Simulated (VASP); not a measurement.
These are PBEsol GGA, VASP's PBE PAW potentials (set 64) (plane waves; VASP) values and carry that method's errors.

A VASP calculation is set up with these files.

KPOINTS:
```
Automatic mesh
0
Gamma
5 5 5
0 0 0
```

### INCAR
```
ALGO=Normal
EDIFF=1E-6
EDIFFG=-0.02
ENCUT=520
GGA=PS
IBRION=2
ISIF=3
ISMEAR=0
LASPH=.TRUE.
LCHARG=.FALSE.
LMAXMIX=4
LREAL=.FALSE.
LWAVE=.FALSE.
NELM=100
NSW=60
PREC=Accurate
SIGMA=0.05
SYSTEM=BaTiO3
```

### POSCAR
```
BaTiO3
1
    3.9837729775    -0.0000000000     0.0000000000
    0.0000000000     3.9837729775    -0.0000000000
    0.0000000000    -0.0000000000     3.9837729775
Ba Ti O
1 1 3
Direct
  0.0000000000   0.0000000000   0.0000000000
  0.5000000000   0.5000000000   0.5000000000
  0.5000000000   0.0000000000   0.5000000000
  0.0000000000   0.5000000000   0.5000000000
  0.5000000000   0.5000000000   0.0000000000
```

POTCAR, in this order: Ba_sv Ti_sv O (PBE.64 set). Program: vasp_std.

Output of the run:

OUTCAR:
```
 ion  position               nearest neighbor table
   1  0.000  0.000  0.000-   3 2.82   4 2.82   5 2.82   3 2.82   4 2.82   4 2.82   5 2.82   4 2.82
                             3 2.82   5 2.82   3 2.82   5 2.82   2 3.45   2 3.45   2 3.45   2 3.45
   2  0.500  0.500  0.500-   3 1.99   4 1.99   5 1.99   5 1.99   3 1.99   4 1.99   1 3.45   1 3.45
                             1 3.45   1 3.45   1 3.45   1 3.45   1 3.45   1 3.45
   3  0.500  0.000  0.500-   2 1.99   2 1.99   1 2.82   1 2.82   1 2.82   1 2.82
   4  0.000  0.500  0.500-   2 1.99   2 1.99   1 2.82   1 2.82   1 2.82   1 2.82
   5  0.500  0.500  0.000-   2 1.99   2 1.99   1 2.82   1 2.82   1 2.82   1 2.82
  LATTYP: Found a simple cubic cell.
 ALAT       =     3.9837729775
 Subroutine PRICEL returns:
 Original cell was already a primitive cell.
 Subroutine GETGRP returns: Found 48 space group operations
The static configuration has the point symmetry O_h .
The dynamic configuration has the point symmetry O_h .
 Subroutine INISYM returns: Found 48 space group operations
 Subroutine IBZKPT returns following result:
 Found     10 irreducible k-points:

 Following reciprocal coordinates:
            Coordinates               Weight
  0.000000  0.000000  0.000000      1.000000
  0.200000  0.000000  0.000000      6.000000
  0.400000  0.000000  0.000000      6.000000
  0.200000  0.200000  0.000000     12.000000
...
```

File OSZICAR:
```
       N       E                     dE             d eps       ncg     rms          rms(c)
DAV:   1     0.458669211698E+03    0.45867E+03   -0.21482E+04   480   0.181E+03
DAV:   2     0.809322160300E+00   -0.45786E+03   -0.45006E+03   568   0.498E+02
DAV:   3    -0.499417592557E+02   -0.50751E+02   -0.47356E+02   720   0.149E+02
DAV:   4    -0.521990885549E+02   -0.22573E+01   -0.22564E+01   688   0.290E+01
DAV:   5    -0.522750436615E+02   -0.75955E-01   -0.75953E-01   688   0.401E+00    0.235E+01
DAV:   6    -0.421522031019E+02    0.10123E+02   -0.68468E+01   752   0.761E+01    0.101E+01
DAV:   7    -0.421272665024E+02    0.24937E-01   -0.10133E+01   632   0.228E+01    0.655E+00
DAV:   8    -0.420025300109E+02    0.12474E+00   -0.15195E+00   656   0.121E+01    0.234E+00
DAV:   9    -0.419865332824E+02    0.15997E-01   -0.24526E-01   600   0.407E+00    0.932E-01
DAV:  10    -0.419879068138E+02   -0.13735E-02   -0.10969E-01   616   0.227E+00    0.850E-01
DAV:  11    -0.419790074390E+02    0.88994E-02   -0.74018E-02   648   0.197E+00    0.195E-01
DAV:  12    -0.419785357919E+02    0.47165E-03   -0.35029E-03   560   0.553E-01    0.552E-02
DAV:  13    -0.419787603027E+02   -0.22451E-03   -0.28699E-03   648   0.366E-01    0.125E-01
DAV:  14    -0.419785172800E+02    0.24302E-03   -0.10755E-03   616   0.217E-01    0.261E-02
DAV:  15    -0.419785167170E+02    0.56293E-06   -0.53336E-05   608   0.458E-02    0.751E-03
DAV:  16    -0.419785162547E+02    0.46230E-06   -0.42706E-06   464   0.130E-02
   1 F= -.41978516E+02 E0= -.41978516E+02  d E =-.419785E+02
```

### OUTCAR
```
------------------------ aborting loop because EDIFF is reached ----------------------------------------
  FORCE on cell =-STRESS in cart. coord.  units (eV):
  Direction    XX          YY          ZZ          XY          YZ          ZX
  --------------------------------------------------------------------------------------
  Total        0.0213740      0.0213740      0.0213740      0.0000000      0.0000000     -0.0000000
  in kB        0.5416430      0.5416430      0.5416430      0.0000000      0.0000000     -0.0000000
  external PRESSURE =       0.5416430 kB  Pullay stress =       0.0000000 kB
  volume of cell :       63.22
      direct lattice vectors                 reciprocal lattice vectors
     3.983772978  0.000000000  0.000000000     0.251018320  0.000000000  0.000000000
     0.000000000  3.983772978  0.000000000     0.000000000  0.251018320  0.000000000
     0.000000000  0.000000000  3.983772978     0.000000000  0.000000000  0.251018320
 POSITION                                       TOTAL-FORCE (eV/Angst)
 -----------------------------------------------------------------------------------
      0.00000      0.00000      0.00000         0.000000      0.000000      0.000000
      1.99189      1.99189      1.99189         0.000000      0.000000      0.000000
      1.99189      0.00000      1.99189         0.000000      0.000000      0.000000
      0.00000      1.99189      1.99189         0.000000      0.000000      0.000000
      1.99189      1.99189      0.00000         0.000000      0.000000      0.000000
 -----------------------------------------------------------------------------------
    total drift:                                0.000000      0.000000     -0.000000
  FREE ENERGIE OF THE ION-ELECTRON SYSTEM (eV)
  ---------------------------------------------------
  free  energy   TOTEN  =       -41.9785162547 eV

  energy  without entropy=      -41.9785162547  energy(sigma->0) =      -41.97851625

 reached required accuracy - stopping structural energy minimisation
```
(Selected blocks of OUTCAR.)

The compound is BaTiO3 in the cubic perovskite structure, the ideal cubic form; the compound distorts at low or room temperature. It was relaxed first. The start is the result of an earlier pass.
